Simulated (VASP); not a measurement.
OSZICAR of a VASP run on BN (space group P6_3/mmc):

File OSZICAR:
```
       N       E                     dE             d eps       ncg     rms          rms(c)
DAV:   1     0.457391619289E+02    0.45739E+02   -0.74839E+03  1032   0.101E+03
DAV:   2    -0.357927598642E+02   -0.81532E+02   -0.72898E+02  1484   0.228E+02
DAV:   3    -0.389266685806E+02   -0.31339E+01   -0.31141E+01  1276   0.472E+01
DAV:   4    -0.389529628892E+02   -0.26294E-01   -0.26283E-01  1248   0.483E+00
DAV:   5    -0.389533209174E+02   -0.35803E-03   -0.35769E-03  1288   0.538E-01    0.119E+01
DAV:   6    -0.353992737953E+02    0.35540E+01   -0.81113E+00  1144   0.229E+01    0.558E+00
DAV:   7    -0.350241005723E+02    0.37517E+00   -0.61712E-01  1260   0.648E+00    0.338E+00
DAV:   8    -0.349401319267E+02    0.83969E-01   -0.29635E-01  1204   0.428E+00    0.392E-01
DAV:   9    -0.349375450131E+02    0.25869E-02   -0.11378E-02  1204   0.920E-01    0.202E-01
DAV:  10    -0.349384375482E+02   -0.89254E-03   -0.11179E-03  1220   0.294E-01    0.340E-02
DAV:  11    -0.349385328543E+02   -0.95306E-04   -0.17875E-04  1236   0.118E-01    0.307E-02
DAV:  12    -0.349385290626E+02    0.37917E-05   -0.40498E-05  1244   0.526E-02    0.455E-03
DAV:  13    -0.349385294754E+02   -0.41275E-06   -0.11892E-06   912   0.106E-02
   1 F= -.34938529E+02 E0= -.34938529E+02  d E =-.355160E-10
```

**Question.** Which electronic solver shows in the log?

**Answer.** It is blocked Davidson (ALGO = Normal, or the opening steps of other solvers). The INCAR had ALGO = Normal.

**Question.** Can the final energy be trusted as converged?

**Answer.** Self-consistency was reached. It stopped with EDIFF = 1E-6, NELM = 100 (PBE GGA, plane waves, VASP's PBE PAW potentials (set 64)).

The structure is a typed BN crystal (P6_3/mmc). The cell was not relaxed at this level.
